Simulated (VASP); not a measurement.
These are r2SCAN meta-GGA, VASP's PBE PAW potentials (set 64) (plane waves; VASP) values and carry that method's errors.

VASP ran on this input.

**INCAR**
```
# general
SYSTEM  = BaZrO3
PREC    = Accurate
ENCUT   = 520   # plane-wave cut-off (eV)
LREAL   = .FALSE.   # projection in real space or not
LASPH   = .TRUE.
NBANDS  = 72

# electronic loop
EDIFF   = 1E-7   # SCF stop (eV)
NELM    = 100
ALGO    = Normal
LMAXMIX = 4
LMIXTAU = .TRUE.

# smearing
ISMEAR  = 0
SIGMA   = 0.01

# functional
METAGGA = R2SCAN

# output
LWAVE   = .FALSE.
LCHARG  = .FALSE.
NEDOS   = 1001

# other
LOPTICS = .TRUE.
LPEAD   = .TRUE.
CSHIFT  = 0.1
```

### POSCAR
```
BaZrO3
1
    4.2139471117    -0.0000000000     0.0000000000
   -0.0000000000     4.2139471117    -0.0000000000
   -0.0000000000    -0.0000000000     4.2139471117
Ba Zr O
1 1 3
Direct
  0.0000000000   0.0000000000   0.0000000000
  0.5000000000   0.5000000000   0.5000000000
  0.5000000000   0.0000000000   0.5000000000
  0.0000000000   0.5000000000   0.5000000000
  0.5000000000   0.5000000000   0.0000000000
```

### KPOINTS
```
Regular mesh
0
Gamma
7 7 7
0 0 0
```

POTCAR, in this order: Ba_sv Zr_sv O (PBE.64 set). Program: vasp_std.

Predict the energy per atom (σ→0).

The energy per atom (σ→0) is -17.022 eV/atom.

**OSZICAR**
```
...
DAV:  22    -0.851076819842E+02    0.40805E-04   -0.10247E-04  4392   0.361E-02    0.366E-02
DAV:  23    -0.851077056660E+02   -0.23682E-04   -0.51474E-06  3232   0.831E-03    0.242E-02
DAV:  24    -0.851077150769E+02   -0.94109E-05   -0.57113E-06  3472   0.930E-03    0.383E-03
DAV:  25    -0.851077159232E+02   -0.84627E-06   -0.89434E-07  3528   0.242E-03    0.334E-03
DAV:  26    -0.851077158064E+02    0.11680E-06   -0.23604E-07  3336   0.212E-03    0.196E-03
DAV:  27    -0.851077157544E+02    0.51996E-07   -0.66715E-08  3064   0.109E-03
   1 F= -.85107716E+02 E0= -.85107716E+02  d E =-.216892E-13
 imaginary and real dielectric function
```

The compound is BaZrO3 in the cubic perovskite structure. It was relaxed first.
